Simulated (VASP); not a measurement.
Level of theory: vdW-DF-cx, VASP's PBE PAW potentials (set 64) (plane waves; VASP 6.6.1).

A VASP calculation is set up with these files.

File POSCAR:
```
Os
1
    1.3693906777    -2.3718538734     0.0000000000
    1.3693906777     2.3718538734    -0.0000000000
    0.0000000000    -0.0000000000     4.3190039175
Os
2
Direct
  0.3333330000   0.6666670000   0.2500000000
  0.6666670000   0.3333330000   0.7500000000
```

INCAR:
```
SYSTEM = Os
PREC = Accurate; ENCUT = 520; LREAL = F
LASPH = T
EDIFF = 1E-7; NELM = 100; ALGO = Normal
LMAXMIX = 6
ISMEAR = -5
GGA = CX; LUSE_VDW = T; AGGAC = 0.0
ISIF = 2
LWAVE = F; LCHARG = T; LORBIT = 11
NEDOS = 601
```

KPOINTS:
```
Automatic mesh
0
Gamma
17 17 10
0 0 0
```

POTCAR, in this order: Os (PBE.64 set). Program: vasp_std.

Output of the run:

### OSZICAR
```
       N       E                     dE             d eps       ncg     rms          rms(c)
DAV:   1     0.109105714585E+03    0.10911E+03   -0.77014E+03  4752   0.129E+03
DAV:   2    -0.125655645697E+02   -0.12167E+03   -0.10984E+03  5008   0.401E+02
DAV:   3    -0.198932876444E+02   -0.73277E+01   -0.67347E+01  5880   0.786E+01
DAV:   4    -0.200937754008E+02   -0.20049E+00   -0.19874E+00  5016   0.137E+01
DAV:   5    -0.200960259821E+02   -0.22506E-02   -0.22482E-02  5620   0.118E+00    0.234E+01
DAV:   6    -0.189788714048E+02    0.11172E+01   -0.12503E+00  5084   0.104E+01    0.106E+01
DAV:   7    -0.186568925760E+02    0.32198E+00   -0.84766E-01  5472   0.844E+00    0.502E-01
DAV:   8    -0.186507292596E+02    0.61633E-02   -0.76685E-03  4868   0.732E-01    0.297E-01
DAV:   9    -0.186484359038E+02    0.22934E-02   -0.15959E-03  5128   0.487E-01    0.593E-02
DAV:  10    -0.186484710951E+02   -0.35191E-04   -0.63488E-05  5300   0.813E-02    0.107E-02
DAV:  11    -0.186484352464E+02    0.35849E-04   -0.72758E-06  4936   0.325E-02    0.936E-04
DAV:  12    -0.186484338621E+02    0.13842E-05   -0.16954E-07  4368   0.453E-03    0.824E-04
DAV:  13    -0.186484335914E+02    0.27074E-06   -0.10453E-08  2524   0.107E-03    0.155E-04
DAV:  14    -0.186484335506E+02    0.40794E-07   -0.28081E-09  2436   0.612E-04
   1 F= -.18648434E+02 E0= -.18648434E+02  d E =0.000000E+00
```

File OUTCAR:
```
------------------------ aborting loop because EDIFF is reached ----------------------------------------
  FORCE on cell =-STRESS in cart. coord.  units (eV):
  Direction    XX          YY          ZZ          XY          YZ          ZX
  --------------------------------------------------------------------------------------
  Total       -0.0242604     -0.0242604      0.0394774      0.0000000     -0.0000000      0.0000000
  in kB       -1.3854131     -1.3854127      2.2543963      0.0000000     -0.0000000      0.0000000
  external PRESSURE =      -0.1721432 kB  Pullay stress =       0.0000000 kB
  volume of cell :       28.06
      direct lattice vectors                 reciprocal lattice vectors
     1.369390678 -2.371853873  0.000000000     0.365125897 -0.210805567  0.000000000
     1.369390678  2.371853873  0.000000000     0.365125897  0.210805567  0.000000000
     0.000000000  0.000000000  4.319003917     0.000000000  0.000000000  0.231534868
 POSITION                                       TOTAL-FORCE (eV/Angst)
 -----------------------------------------------------------------------------------
      1.36939      0.79062      1.07975         0.000000      0.000000      0.000000
      1.36939     -0.79062      3.23925         0.000000     -0.000000      0.000000
 -----------------------------------------------------------------------------------
    total drift:                                0.000001      0.000022     -0.000020
  FREE ENERGIE OF THE ION-ELECTRON SYSTEM (eV)
  ---------------------------------------------------
  free  energy   TOTEN  =       -18.6484335506 eV

  energy  without entropy=      -18.6484335506  energy(sigma->0) =      -18.64843355

 total charge

# of ion       s       p       d       tot
------------------------------------------
    1        0.661   0.786   6.033   7.480
    2        0.661   0.786   6.033   7.480
--------------------------------------------------
tot          1.322   1.572  12.065  14.960
```
(Selected blocks of OUTCAR.)

### OUTCAR
```
 val. band max:        9.3765728402   @ k =   0.0000   0.0000   0.0000

 cond. band min:       9.3287706534   @ k =   0.1176   0.1176   0.3000


 Fermi energy:         9.3275859329

 k-point     1 :       0.0000    0.0000    0.0000
  band No.  band energies     occupation
      1      -1.6189      2.00000
      2       1.5365      2.00000
      3       6.2498      2.00000
      4       6.2498      2.00000
      5       6.5271      2.00000
      6       7.0921      2.00000
      7       7.0921      2.00000
      8       7.7250      2.00000
      9       7.7251      2.00000
     10       9.3766      1.98760
     11      10.9802      0.00000
     12      10.9802      0.00000

 k-point     2 :       0.0588    0.0000    0.0000
  band No.  band energies     occupation
      1      -1.4789      2.00000
      2       1.6613      2.00000
      3       5.9450      2.00000
      4       6.3729      2.00000
      5       6.7936      2.00000
      6       7.0088      2.00000
      7       7.2070      2.00000
      8       7.5573      2.00000
      9       7.6247      2.00000
     10       8.7109      2.00068
     11      11.0505      0.00000
     12      11.8521      0.00000

 k-point     3 :       0.1176    0.0000    0.0000
  band No.  band energies     occupation
      1      -1.0718      2.00000
      2       2.0075      2.00000
      3       5.4976      2.00000
      4       6.7367      2.00000
      5       6.7565      2.00000
      6       6.8878      2.00000
      7       7.2160      2.00000
      8       7.3623      2.00000
      9       7.5452      2.00000
     10       8.0529      2.00000
     11      11.2261      0.00000
     12      13.3040      0.00000

 k-point     4 :       0.1765    0.0000    0.0000
  band No.  band energies     occupation
      1      -0.4395      2.00000
      2       2.4679      2.00000
      3       5.0907      2.00000
      4       5.9046      2.00000
      5       6.4750      2.00000
      6       7.0151      2.00000
...
```

For a metal the tetrahedron method with Blöchl corrections gives inexact stress and forces. Unless said otherwise, spin-orbit coupling is left out, though it shifts the bands of the heavy elements here.

The compound is Os in the hcp structure. It was relaxed first.
